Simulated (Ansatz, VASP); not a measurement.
# SiCl3: VASP beside Ansatz, part 2 of 2

Aim: how closely do two programs agree when they are given the same cell, functional and k mesh? The cell is generated by rule, not measured, and may not be a known phase. The cell is taken from a series of runs on this material, whose earlier steps may have relaxed, scaled, displaced or heated it; both programs get it as it stands.

VASP 6.6.1 and Ansatz 0.2.0.

So far. Step 5 (VASP: single point, PBE, pair 2): The run ends at a pressure of 0.11 GPa, with forces up to 0.54 eV/Å. Step 6 (Ansatz: single point, PBE, pair 2): The run ends at a pressure of 0.22 GPa, with forces up to 0.52 eV/Å.

## 8. VASP: single point, PBE, pair 3

Level of this step: PBE; plane waves and PAW (Si, Cl); invented cell (VASP).

With cell and atoms fixed, the geometry can't cause a difference; cores, projectors, grids and the points listed under the comparison can.

INCAR reads:

```
SYSTEM = SiCl3
PREC = Accurate
ENCUT = 500
EDIFF = 1E-06
NELM = 120
ISMEAR = 1
SIGMA = 0.2
LREAL = .FALSE.
ALGO = Normal
GGA = PE
NBANDS = 18
LORBIT = 11
LWAVE = .FALSE.
LCHARG = .FALSE.
ISIF = 2
LASPH = .TRUE.
GGA_COMPAT = .FALSE.
KPAR = 2
```

POSCAR reads:

```
SiCl3
1.0
    4.7349396865      0.0000000000      0.0000000000
    0.0000000000      4.7349396865      0.0000000000
    0.0000000000      0.0000000000      4.7349396865
Si Cl
1 3
Direct
    0.0170707639      0.9829292361      0.9829292361
    0.4924908054      0.0030074959      0.0030074959
    0.9969925041      0.0030074959      0.5075091946
    0.9969925041      0.5075091946      0.0030074959
```

KPOINTS reads:

```
Automatic mesh
0
Gamma
10 10 10
0 0 0
```

PAW data sets: Si and Cl (PBE family, release 64).

On the command line:

```bash
$ mpirun -np 2 vasp_std
```

Numbers of over 12 decimals in the logs are rounded to 6 here.

Output:

```text
[... set-up lines as in an earlier step ...]
 entering main loop
       N       E                     dE             d eps       ncg     rms          rms(c)
DAV:   1     0.155642266601E+03    0.15564E+03   -0.10434E+04  4176   0.110E+03
DAV:   2    -0.143282983822E+01   -0.15708E+03   -0.15376E+03  5558   0.214E+02
DAV:   3    -0.137509343218E+02   -0.12318E+02   -0.12262E+02  5176   0.693E+01
DAV:   4    -0.139310411684E+02   -0.18011E+00   -0.17997E+00  6022   0.950E+00
[...]
DAV:  10    -0.134377161107E+02   -0.39072E-04   -0.12634E-04  5324   0.776E-02    0.415E-02
DAV:  11    -0.134377253929E+02   -0.92822E-05   -0.24465E-05  5398   0.309E-02    0.949E-03
DAV:  12    -0.134377253823E+02    0.10571E-07   -0.63807E-06  5574   0.150E-02
   1 F= -.13437725E+02 E0= -.13438752E+02  d E =0.307936E-02
```

From OUTCAR (step 8):

```text
  Total        0.3585111      0.3585111      0.3585111     -0.0849167      0.0849167     -0.0849167
  in kB        5.4109039      5.4109039      5.4109039     -1.2816229      1.2816229     -1.2816229
  external PRESSURE =       5.4109039 kB  Pullay stress =       0.0000000 kB

 POSITION                                       TOTAL-FORCE (eV/Angst)
 -----------------------------------------------------------------------------------
      0.08083      4.65411      4.65411         0.485470     -0.485470     -0.485470
      2.33191      0.01424      0.01424        -0.251633      0.116919      0.116919
      4.72070      0.01424      2.40303        -0.116919      0.116919      0.251633
      4.72070      2.40303      0.01424        -0.116919      0.251633      0.116919
 -----------------------------------------------------------------------------------
    total drift:                               -0.000144      0.000145      0.000144

  FREE ENERGIE OF THE ION-ELECTRON SYSTEM (eV)
  ---------------------------------------------------
  free  energy   TOTEN  =       -13.4377253823 eV

  energy  without entropy=      -13.4408047460  energy(sigma->0) =      -13.43875184

[... 2 parts as in an earlier step ...]

[... 1 further part left out ...]
[key lines of the parts left out:]
E-fermi :   1.3270
```

The run ends at a pressure of 0.54 GPa, with forces up to 0.84 eV/Å.

## 9. Ansatz: single point, PBE, pair 3

The same cell, functional, mesh and smearing now go to Ansatz, which takes its cutoff from its data sets.

The cell is taken from a series of runs on this material, whose earlier steps may have relaxed, scaled, displaced or heated it; both programs get it as it stands.

input.yaml reads:

```yaml
crystal:
  lattice:
    - [4.7349396865, 0.0, 0.0]
    - [0.0, 4.7349396865, 0.0]
    - [0.0, 0.0, 4.7349396865]
  atoms:
    - { symbol: Si, position: [0.0170707639, -0.0170707639, -0.0170707639] }
    - { symbol: Cl, position: [0.4924908054, 0.0030074959, 0.0030074959] }
    - { symbol: Cl, position: [-0.0030074959, 0.0030074959, 0.5075091946] }
    - { symbol: Cl, position: [-0.0030074959, 0.5075091946, 0.0030074959] }
kpoints:
  mp_grid: { grid: [10, 10, 10] }
hamiltonian:
  xc: pbe
  pseudopotentials: { kind: nc }
scf:
  occupations: { method: methfessel_paxton, width: 0.2 }
output:
  forces: true
  stress: true
  eigenvalues: true
  write_density: true
  write_potential: true
  elf: true
  volumetric_format: npy
```

On the command line:

```bash
$ ansatz run input.yaml --threads 4 --pin off --max-ram 14336MiB --backend cpu --events-out ev --progress --plain --runs-dir out
```

Output:

```text
[...]
Crystal: 4 atoms, lattice volume = 106.156 Å³
Basis set: ecut = 789.130201 eV, 5377 PW (Γ), exchange–correlation on 90×90×90 points (8 copies of the dense FFT grid, shifted against one another)
Bands: 17, of which v1, the nominal top of the filled ones, is band 13 counted from 1 (12 counted from 0)
Symmetry: 6 space group operations
[...]
P = ⅓ Tr σ = 0.6605 GPa (6.605 kbar)
--- Band table (eV; the first three rows and the last of 116) ---
  k-point 0: bands = [... 9 lower, 0.1390, 0.1964, 0.1964, 0.2380, 7.6080, 8.1050, 8.3044, 8.3044]
  k-point 1: bands = [... 9 lower, 0.1232, 0.1787, 0.1815, 0.2831, 7.7294, 8.1703, 8.3796, 8.4367]
  k-point 2: bands = [... 9 lower, 0.0723, 0.1701, 0.1787, 0.4912, 8.0553, 8.2616, 8.4868, 8.7945]
  k-point 115: bands = [... 9 lower, 1.0384, 1.0384, 1.0485, 4.2194, 4.3247, 4.3247, 6.4033, 8.3345]
[key lines of the parts left out:]
SCF converged after 8 iterations
Free energy (F): -1456.329654 eV
Fermi energy:    2.254179 eV
```

The run ends at a pressure of 0.66 GPa, with forces up to 0.82 eV/Å.

## 10. Side by side

The two programs side by side:

```tsv
quantity	Ansatz	VASP	difference
pressure (GPa)	0.66	0.54	+0.12
```

Forces (eV/Å; atoms numbered as in POSCAR):

```tsv
atom	Ansatz x, y, z	VASP x, y, z
Si1	0.471, -0.471, -0.471	0.485, -0.485, -0.485
Cl2	-0.236, 0.117, 0.117	-0.252, 0.117, 0.117
Cl3	-0.117, 0.117, 0.236	-0.117, 0.117, 0.252
Cl4	-0.117, 0.236, 0.117	-0.117, 0.252, 0.117
```

The forces differ by 11 meV/Å r.m.s., which is 3.7 % of the r.m.s. force of 0.286 eV/Å (both taken over all components).

## 11. Results

| Item | Value |
| --- | --- |
| r.m.s. force difference (single point, PBE, pair 1) | 3.2 meV/Å |
| r.m.s. force difference (single point, PBE, pair 2) | 6.2 meV/Å |
| r.m.s. force difference (single point, PBE, pair 3) | 3.7 % of the r.m.s. force |

What this shows: The r.m.s. force difference is 3.7 % of the r.m.s. force (single point, PBE, pair 3), beyond the 3 % picked in this series as the mark of a large difference. 5 further runs of this series are not shown here. Such differences can come from data sets, numerical settings and the points named under the comparisons, not from the functional's error against experiment.

[Lines on the potential files, build, host, timing and source positions are cut from VASP's logs without a mark.]

[Logs are printed without paths, hosts, clocks, repeated set-up lines and the standing remarks that a program may print on its own settings, such as how far it seeks lower states.]

[Hosts, paths, dates, database ids (printed as entryN), source tags and the programs' standing remarks are cut or masked in the printed files.]
